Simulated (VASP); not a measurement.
# BeAg (Pm-3m) in VASP: density of states with PBE

Aim: the density of states of BeAg with PBE.

Program: VASP 6.6.1. These are calculated values, not measurements. Logs are shortened: lines on timing, memory, paths and dates and some standing lists are left out, and cuts for length are marked.

### Step 1. The structure

It takes space group Pm-3m (No. 221, cubic). Conventional cell: a = 3.005 Å, b = 3.005 Å, c = 3.005 Å, α = 90.00°, β = 90.00°, γ = 90.00°. Around Ag (site symmetry m-3m) lie 8 Be at 2.60 Å. Around Be (site symmetry m-3m) lie 8 Ag at 2.60 Å.

The cell was built by a generator and needn't be a form met in nature.

### Step 2. Density of states, PBE

File POSCAR:

```
BeAg
1.0
    3.0054470000      0.0000000000      0.0000000000
    0.0000000000      3.0054470000      0.0000000000
    0.0000000000      0.0000000000      3.0054470000
Ag Be
1 1
Direct
    0.0000000000      0.0000000000      0.0000000000
    0.5000000000      0.5000000000      0.5000000000
```

File INCAR.step1:

```
SYSTEM = BeAg
PREC = Accurate
ENCUT = 520
EDIFF = 1E-6
ISMEAR = 1
SIGMA = 0.0132
LREAL = .FALSE.
LASPH = .TRUE.
NELM = 80
ALGO = Normal
ISIF = 2
LWAVE = .FALSE.
LCHARG = .TRUE.
LMAXMIX = 4
GGA = PE
NBANDS = 14
```

File KPOINTS.step1:

```
Automatic mesh
0
G
  8 8 8
  0 0 0
```

File INCAR.step2:

```
SYSTEM = BeAg
PREC = Accurate
ENCUT = 520
EDIFF = 1E-6
ISMEAR = -5
SIGMA = 0.0132
LREAL = .FALSE.
LASPH = .TRUE.
NELM = 80
ALGO = Normal
ISIF = 2
LWAVE = .FALSE.
LCHARG = .FALSE.
LMAXMIX = 4
GGA = PE
LORBIT = 11
NBANDS = 14
NEDOS = 2001
ICHARG = 11
```

File KPOINTS.step2:

```
Automatic mesh
0
G
  12 12 12
  0 0 0
```

Potentials or basis: VASP PAW PBE potentials, release 64 (Ag, Be).

On the command line:

```
$ cat potpaw_PBE.64/Ag/POTCAR potpaw_PBE.64/Be/POTCAR > POTCAR
$ cp INCAR.step1 INCAR
$ cp KPOINTS.step1 KPOINTS
$ mpirun -np 1 vasp_std > vasp.out
$ cp INCAR.step2 INCAR
$ cp KPOINTS.step2 KPOINTS
$ mpirun -np 1 vasp_std > vasp.out
```

OUTCAR:

```text
SYSTEM = BeAg
   PREC = Accurate
   ENCUT = 520
   EDIFF = 1E-6
   ISMEAR = -5
   LREAL = .FALSE.
   LASPH = .TRUE.
   NELM = 80
   ISIF = 2
   GGA = PE
   LORBIT = 11
   ICHARG = 11

 ion  position               nearest neighbor table
   1  0.000  0.000  0.000-   2 2.60   2 2.60   2 2.60   2 2.60   2 2.60   2 2.60   2 2.60   2 2.60

   2  0.500  0.500  0.500-   1 2.60   1 2.60   1 2.60   1 2.60   1 2.60   1 2.60   1 2.60   1 2.60

  LATTYP: Found a simple cubic cell.
 ALAT       =     3.0054470000

  Lattice vectors:

 A1 = (   3.0054470000,   0.0000000000,   0.0000000000)
 A2 = (   0.0000000000,   3.0054470000,   0.0000000000)
 A3 = (   0.0000000000,   0.0000000000,   3.0054470000)

Analysis of symmetry for initial positions (statically):
=====================================================================
 Subroutine PRICEL returns:
 Original cell was already a primitive cell.

 Routine SETGRP: Setting up the symmetry group for a
 simple cubic supercell.

 Subroutine GETGRP returns: Found 48 space group operations
 (whereof 48 operations were pure point group operations)
 out of a pool of 48 trial point group operations.

The static configuration has the point symmetry O_h .

Analysis of symmetry for dynamics (positions and initial velocities):
=====================================================================
 Subroutine PRICEL returns:
 Original cell was already a primitive cell.

 Routine SETGRP: Setting up the symmetry group for a
 simple cubic supercell.

 Subroutine GETGRP returns: Found 48 space group operations
 (whereof 48 operations were pure point group operations)
 out of a pool of 48 trial point group operations.

The dynamic configuration has the point symmetry O_h .

 Subroutine INISYM returns: Found 48 space group operations
 (whereof 48 operations are pure point group operations),
 and found     1 'primitive' translations

----------------------------------------------------------------------------------------

                                     Primitive cell

  volume of cell :      27.1473

  direct lattice vectors                    reciprocal lattice vectors
     3.005447000  0.000000000  0.000000000     0.332729208  0.000000000  0.000000000
     0.000000000  3.005447000  0.000000000     0.000000000  0.332729208  0.000000000
     0.000000000  0.000000000  3.005447000     0.000000000  0.000000000  0.332729208

  length of vectors
     3.005447000  3.005447000  3.005447000     0.332729208  0.332729208  0.332729208

  position of ions in fractional coordinates (direct lattice)
     0.000000000  0.000000000  0.000000000
     0.500000000  0.500000000  0.500000000

  ion indices of the primitive-cell ions
[... 99 lines left out ...]
  Fermi-wavevector in a.u.,A,eV,Ry     =   1.280797  2.420355 22.319545  1.640440
  Thomas-Fermi vector in A             =   2.413204
   LORBIT       =     11    0 simple, 1 ext, 2 COOP (PROOUT), +10 PAW based schemes
   GGA     = PE    functional components
   LHFCALC =     F    Hartree Fock is set to
   AEXX    =    0.0000 exact exchange contribution
   IVDW    =     0    specifies the selected vdW correction
   LEPSILON=     F    determine dielectric tensor
   LRPA    =     F    only Hartree local field effects (RPA)
 non-spin polarized calculation
 Fermi weights with tetrahedron method with Bloechl corrections
  energy-cutoff  :      520.00
  volume of cell :       27.15
 maximum number of plane-waves:       748
 NGX is ok and might be reduce to    24

 number of electron      13.0000001 magnetization

 Free energy of the ion-electron system (eV)
  ---------------------------------------------------
  ext. energy  EPLUGINS =         0.00000000
  ---------------------------------------------------
  free energy    TOTEN  =        -6.13958636 eV

  energy without entropy =       -6.13958636  energy(sigma->0) =       -6.13958636

 E-fermi :   7.5374     XC(G=0): -11.3713

 val. band max:        7.7158896794   @ k =   0.5000   0.5000   0.2500
 cond. band min:       7.5771137910   @ k =   0.3333   0.2500   0.0000
 fundamental gap:     -0.1387758884
 Fermi energy:         7.5373839466

 k-point     1 :       0.0000    0.0000    0.0000
  band No.  band energies     occupation
      1      -1.4541      2.00000
      2       1.3317      2.00000
      3       1.3317      2.00000
      4       3.1409      2.00000
      5       3.1409      2.00000
      6       3.1409      2.00000
      7      11.9767      0.00000
      8      11.9767      0.00000
      9      11.9767      0.00000
     10      19.1498      0.00000
     11      19.1498      0.00000
     12      19.9951      0.00000
     13      27.9843      0.00000
     14      27.9843      0.00000
[... 377 lines left out ...]
      1       0.8566      2.00000
      2       1.6092      2.00000
      3       2.5632      2.00000
      4       2.7276      2.00000
      5       2.8625      2.00000
      6       4.0687      2.00000
      7       6.4040      2.04226
      8      10.8631      0.00000
      9      12.9933      0.00000
     10      15.2441      0.00000
     11      20.7667      0.00000
     12      21.8865      0.00000
     13      23.1032      0.00000
     14      24.6455      0.00000

 [... further k-points ...]

------------------------ aborting loop because EDIFF is reached ----------------------------------------

  FORCE on cell =-STRESS in cart. coord.  units (eV):
  Direction    XX          YY          ZZ          XY          YZ          ZX
  --------------------------------------------------------------------------------------
  -------------------------------------------------------------------------------------
  Total       -1.0147794     -1.0147794     -1.0147794      0.0000000      0.0000000     -0.0000000
  in kB      -59.8900955    -59.8900955    -59.8900955      0.0000000      0.0000000     -0.0000000
  external PRESSURE =     -59.8900955 kB  Pullay stress =       0.0000000 kB

 VOLUME and BASIS-vectors are now :
 -----------------------------------------------------------------------------
  energy-cutoff  :      520.00
  volume of cell :       27.15
      direct lattice vectors                 reciprocal lattice vectors
     3.005447000  0.000000000  0.000000000     0.332729208  0.000000000  0.000000000
     0.000000000  3.005447000  0.000000000     0.000000000  0.332729208  0.000000000
     0.000000000  0.000000000  3.005447000     0.000000000  0.000000000  0.332729208

 POSITION                                       TOTAL-FORCE (eV/Angst)
 -----------------------------------------------------------------------------------
      0.00000      0.00000      0.00000         0.000000      0.000000      0.000000
      1.50272      1.50272      1.50272         0.000000      0.000000      0.000000
 -----------------------------------------------------------------------------------
    total drift:                                0.000000      0.000000      0.000000

  FREE ENERGIE OF THE ION-ELECTRON SYSTEM (eV)
  ---------------------------------------------------
  free  energy   TOTEN  =        -6.1395863635 eV

  energy  without entropy=       -6.1395863635  energy(sigma->0) =       -6.13958636

 total charge

# of ion       s       p       d       tot
------------------------------------------
    1        0.460   0.432   9.060   9.952
    2        0.347   0.474   0.000   0.821
--------------------------------------------------
tot          0.807   0.906   9.060  10.773
```

It took 18 s on 1 thread of Intel Xeon 6975P-C (Granite Rapids), shared host; peak memory 0.15 GiB.

What came out:

* Valence electrons inside the program's atomic spheres: Ag 9.95; Be 0.82

States per cell in windows of 1 eV (zero at the Fermi level; states under -8 eV left out):
```
from (eV)  total  Ag1_d  Be2_p  Ag1_p  Be2_s  Ag1_s  Be2_d
     -8.0   0.36   0.04   0.01   0.01   0.05   0.08   0.00
     -7.0   2.03   1.27   0.05   0.04   0.13   0.09   0.00
     -6.0   4.78   3.99   0.10   0.05   0.03   0.05   0.00
     -5.0   3.36   2.95   0.03   0.05   0.03   0.04   0.00
     -4.0   0.65   0.36   0.03   0.05   0.03   0.03   0.00
     -3.0   0.39   0.11   0.04   0.05   0.02   0.03   0.00
     -2.0   0.72   0.20   0.11   0.09   0.02   0.06   0.00
     -1.0   0.57   0.12   0.10   0.09   0.02   0.03   0.00
      0.0   0.48   0.09   0.09   0.08   0.02   0.02   0.00
      1.0   0.33   0.05   0.07   0.05   0.01   0.01   0.00
      2.0   0.18   0.03   0.04   0.03   0.01   0.01   0.00
      3.0   1.14   0.21   0.17   0.07   0.20   0.10   0.00
      4.0   1.05   0.13   0.24   0.09   0.13   0.08   0.00
      5.0   1.04   0.11   0.31   0.08   0.09   0.07   0.00
      6.0   1.05   0.10   0.39   0.07   0.05   0.08   0.00
      7.0   0.90   0.07   0.38   0.06   0.02   0.06   0.00
```

Caveat: tetrahedron occupations give inexact forces and stress in metals.
